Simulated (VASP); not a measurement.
Data:

```yaml
crystal:
  lattice:
    - [0.00000, 3.03288, 3.03288]
    - [3.03288, 0.00000, 3.03288]
    - [3.03288, 3.03288, 0.00000]
  atoms:
    - { symbol: Bi, position: [0.00000, 0.00000, 0.00000] }
    - { symbol: Se, position: [0.50000, 0.50000, 0.50000] }
```

Method: PBEsol GGA, VASP's PBE PAW potentials (set 64) (plane waves; VASP). Numerical set-up: 400 eV cut-off, 12×12×12 Γ-centred mesh, tetrahedra with Blöchl corrections, potentials Bi_d Se.

Unless said otherwise, spin-orbit coupling is left out, though it shifts the bands of the heavy elements here.

**Question.** Tabulate the total density of states (states/eV per cell) against energy (eV; zero at the valence-band maximum or, without a gap, the Fermi level).

**Answer.** 
| E (eV) | DOS (states/eV) |
|---|---|
| -9.98 | 0.30 |
| -9.40 | 0.12 |
| -8.82 | 0.00 |
| -8.35 | 0.00 |
| -7.77 | 0.00 |
| -7.19 | 0.00 |
| -6.61 | 0.00 |
| -6.02 | 0.46 |
| -5.56 | 0.72 |
| -4.97 | 1.18 |
| -4.39 | 1.80 |
| -3.81 | 1.79 |
| -3.23 | 1.94 |
| -2.76 | 1.69 |
| -2.18 | 1.23 |
| -1.60 | 0.00 |
| -1.01 | 0.16 |
| -0.55 | 0.99 |
| 0.03 | 1.47 |
| 0.61 | 1.20 |
| 1.20 | 1.14 |
| 1.78 | 1.27 |
| 2.25 | 1.62 |
| 2.83 | 1.73 |
| 3.41 | 0.99 |
Within 2 eV below the Fermi level the largest weight inside VASP's projection spheres is Bi p, then Se p.

The structure comes from a measured BiSe entry (Fm-3m) of the Crystallography Open Database, whose conditions weren't checked. It was relaxed first. The electron count is odd and the run is not spin-polarised, which forces a metal.
